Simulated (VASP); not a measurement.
Calculation: PBE GGA, VASP's PBE PAW potentials (set 64) (plane waves; VASP).

VASP ran on this input.

**INCAR**
```
# general
SYSTEM =PbO
PREC   =Accurate
ENCUT  =520   # plane-wave cut-off (eV)
LREAL  =.FALSE.
LASPH  =.TRUE.

# electronic loop
EDIFF  =1E-7
NELM   =100   # most electronic steps
ALGO   =Normal
LMAXMIX=4

# smearing
ISMEAR =0   # Gaussian
SIGMA  =0.05   # width (eV)

# functional
GGA    =PE   # PBE

# ions
IBRION =2   # conjugate gradients
NSW    =30
ISIF   =4   # ions and shape, fixed volume
EDIFFG =-0.01

# output
LWAVE  =.FALSE.
LCHARG =.FALSE.
```

**KPOINTS**
```
Automatic mesh
0
Gamma
6 6 4
0 0 0
```

POSCAR:
```
PbO
1
    4.1362185416     0.0000000000     0.0000000000
    0.0000000000     4.1362185416     0.0000000000
    0.0000000000     0.0000000000     5.5590074397
Pb O
2 2
Direct
  0.5000000000   0.0000000000   0.7814729638
  1.0000000000   0.5000000000   0.2185270362
  0.5000000000   0.5000000000   0.0000000000
  0.0000000000   0.0000000000   0.0000000000
```

POTCAR, in this order: Pb_d O (PBE.64 set). Program: vasp_std.

Question: What will the output report for the number of irreducible k-points (NKPTS), largest plane-wave count, number of space-group operations, FFT grid (NGX, NGY, NGZ)?

Answer: 
```
Item                                          Result
--------------------------------------  ------------
number of irreducible k-points (NKPTS)            30
largest plane-wave count                        2584
number of space-group operations                  16
FFT grid (NGX, NGY, NGZ)                32 × 32 × 42
```

The compound is PbO in the litharge structure. This cell is one point of a volume scan, at 1.06 of the reference volume. Symmetry was kept, so distortions that lower it aren't found.
